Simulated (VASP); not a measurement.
A run of VASP 6.6.1 is set up as follows.

File INCAR:

```
PREC = Accurate
ENCUT = 600
EDIFF = 1E-7
ISMEAR = 1
SIGMA = 0.1
LREAL = F
LASPH = T
NELM = 80
ALGO = Normal
ISIF = 3
LWAVE = F
LCHARG = F
IBRION = 2
NSW = 90
EDIFFG = -0.005
KPAR = 2
```

KPOINTS

```
regular mesh
0
Gamma
  10 10 4
```

The input POSCAR:

```
LaSb2Au                                 
1.0
    4.3991041238      0.0000000000      0.0000000000
    0.0000000000      4.3991041238     -0.0000000000
   -0.0000000000      0.0000000000     10.2283939693
  La              Au              Sb            
     2     2     4
Direct
     0.0000000000000000    0.5000000000000000    0.2519410442850910
     0.5000000000000000    0.0000000000000000    0.7480589557149089
     0.0000000000000000    0.0000000000000000    0.0000000000000000
     0.5000000000000000    0.5000000000000000    0.0000000000000000
     0.0000000000000000    0.5000000000000000    0.8269327583528324
     0.5000000000000000    0.0000000000000000    0.1730672416471675
     0.0000000000000000    0.0000000000000000    0.5000000000000000
     0.5000000000000000    0.5000000000000000    0.5000000000000000
```

Potentials or basis: VASP PAW LDA potentials, release 64 (La, Au, Sb).

Run with:

```sh
$ cat potpaw_LDA.64/La/POTCAR potpaw_LDA.64/Au/POTCAR potpaw_LDA.64/Sb/POTCAR > POTCAR
$ mpirun -np 2 vasp_std > vasp.out
```

Problem. What does it give for the space group after relaxing (to 0.05 Å)?

Solution. P4/nmm (No. 129).

Problem. Estimate the relaxed volume.

Solution. 24.73 Å³/atom.

Final structure:
```
La Au Sb
1.0
     4.39846    0.00000    0.00000
     0.00000    4.39846    0.00000
     0.00000    0.00000   10.22564
La Au Sb
2 2 4
Direct
  0.00000 0.50000 0.25192
  0.50000 0.00000 0.74808
  0.00000 0.00000 0.00000
  0.50000 0.50000 0.00000
  0.00000 0.50000 0.82698
  0.50000 0.00000 0.17302
  0.00000 0.00000 0.50000
  0.50000 0.50000 0.50000
```

Spin-orbit coupling is left out, which matters for the levels of Au, La, Sb.
